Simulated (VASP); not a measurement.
All values below come from PBE GGA, VASP's PBE PAW potentials (set 64) (plane waves; VASP).

VASP input:

**KPOINTS**
```
Automatic mesh
0
Gamma
8 8 8
0 0 0
```

File POSCAR:
```
NaF
3.2382390
  0.0000000000   0.7071068565   0.7071068565
  0.7071068565   0.0000000000   0.7071068565
  0.7071068565   0.7071068565   0.0000000000
Na F
1 1
direct
  0.0000000000   0.0000000000   0.0000000000
  0.5000000000   0.5000000000   0.5000000000
```

### INCAR
```
ALGO  =  Normal
EDIFF  =  1E-6
ENCUT  =  400
GGA  =  PE
ISIF  =  2
ISMEAR  =  -1
LASPH  =  .TRUE.
LCHARG  =  .FALSE.
LREAL  =  .FALSE.
LWAVE  =  .FALSE.
NELM  =  100
PREC  =  Accurate
SIGMA  =  0.05
SYSTEM  =  NaF
```

POTCAR, in this order: Na_pv F (PBE.64 set). Program: vasp_std.

The run wrote:

**OSZICAR**
```
       N       E                     dE             d eps       ncg     rms          rms(c)
DAV:   1     0.999610927889E+02    0.99961E+02   -0.73835E+03   659   0.131E+03
DAV:   2    -0.416323483824E+01   -0.10412E+03   -0.98429E+02   693   0.341E+02
DAV:   3    -0.936699318029E+01   -0.52038E+01   -0.51921E+01   737   0.794E+01
DAV:   4    -0.941346189020E+01   -0.46469E-01   -0.46464E-01   698   0.810E+00
DAV:   5    -0.941395978266E+01   -0.49789E-03   -0.49789E-03   725   0.848E-01    0.517E+00
DAV:   6    -0.857821715458E+01    0.83574E+00   -0.33651E+00   784   0.180E+01    0.184E+00
DAV:   7    -0.856587069743E+01    0.12346E-01   -0.25319E-02   653   0.259E+00    0.107E+00
DAV:   8    -0.856469016304E+01    0.11805E-02   -0.24972E-02   641   0.390E+00    0.101E-01
DAV:   9    -0.856545134594E+01   -0.76118E-03   -0.31099E-03   719   0.597E-01    0.566E-02
DAV:  10    -0.856541862775E+01    0.32718E-04   -0.26624E-04   674   0.256E-01    0.844E-03
DAV:  11    -0.856541965783E+01   -0.10301E-05   -0.88381E-06   719   0.592E-02    0.373E-03
DAV:  12    -0.856542006445E+01   -0.40661E-06   -0.83861E-07   656   0.167E-02
   1 F= -.85654201E+01 E0= -.85654201E+01  d E =-.858106E-10
```

File OUTCAR:
```
------------------------ aborting loop because EDIFF is reached ----------------------------------------
  FORCE on cell =-STRESS in cart. coord.  units (eV):
  Direction    XX          YY          ZZ          XY          YZ          ZX
  --------------------------------------------------------------------------------------
  Total       -0.5238144     -0.5238144     -0.5238144      0.0000000      0.0000000      0.0000000
  in kB      -34.9523365    -34.9523365    -34.9523365      0.0000000      0.0000000      0.0000000
  external PRESSURE =     -34.9523365 kB  Pullay stress =       0.0000000 kB
  volume of cell :       24.01
      direct lattice vectors                 reciprocal lattice vectors
     0.000000000  2.289781000  2.289781000    -0.218361494  0.218361494  0.218361494
     2.289781000  0.000000000  2.289781000     0.218361494 -0.218361494  0.218361494
     2.289781000  2.289781000  0.000000000     0.218361494  0.218361494 -0.218361494
  FREE ENERGIE OF THE ION-ELECTRON SYSTEM (eV)
  ---------------------------------------------------
  free  energy   TOTEN  =        -8.5654200644 eV

  energy  without entropy=       -8.5654200644  energy(sigma->0) =       -8.56542006
```
(Selected blocks of OUTCAR.)

**OUTCAR**
```
 val. band max:       -1.9418856303   @ k =   0.0000   0.0000   0.0000

 cond. band min:       4.5651889190   @ k =   0.0000   0.0000   0.0000


 Fermi energy:        -0.9080900173

 k-point     1 :       0.0000    0.0000    0.0000
  band No.  band energies     occupation
      1     -21.1643      2.00000
      2     -20.7672      2.00000
      3     -20.7672      2.00000
      4     -20.7672      2.00000
      5      -1.9419      2.00000
      6      -1.9419      2.00000
      7      -1.9419      2.00000
      8       4.5652      0.00000
      9      17.3093      0.00000
     10      17.3093      0.00000
     11      17.3093      0.00000

 k-point     2 :       0.1250    0.0000    0.0000
  band No.  band energies     occupation
      1     -21.3421      2.00000
      2     -20.7694      2.00000
      3     -20.7694      2.00000
      4     -20.5743      2.00000
      5      -2.2596      2.00000
      6      -1.9886      2.00000
      7      -1.9886      2.00000
      8       5.1230      0.00000
      9      15.5550      0.00000
     10      17.5639      0.00000
     11      17.5639      0.00000

 k-point     3 :       0.2500    0.0000    0.0000
  band No.  band energies     occupation
      1     -21.5690      2.00000
      2     -20.7743      2.00000
      3     -20.7743      2.00000
      4     -20.2978      2.00000
      5      -2.8943      2.00000
      6      -2.0892      2.00000
      7      -2.0892      2.00000
      8       6.4695      0.00000
      9      13.4618      0.00000
     10      18.1363      0.00000
     11      18.1363      0.00000

 k-point     4 :       0.3750    0.0000    0.0000
  band No.  band energies     occupation
      1     -21.7192      2.00000
      2     -20.7790      2.00000
      3     -20.7790      2.00000
      4     -20.0912      2.00000
      5      -3.4182      2.00000
      6      -2.1854      2.00000
      7      -2.1854      2.00000
      8       8.0540      0.00000
      9      11.8125      0.00000
...
```

At this cut-off the stress carries a Pulay error, which pulls relaxed volumes low.

The structure comes from a computed database's NaF entry; how it stands against other phases isn't given here. The cell was not relaxed at this level.
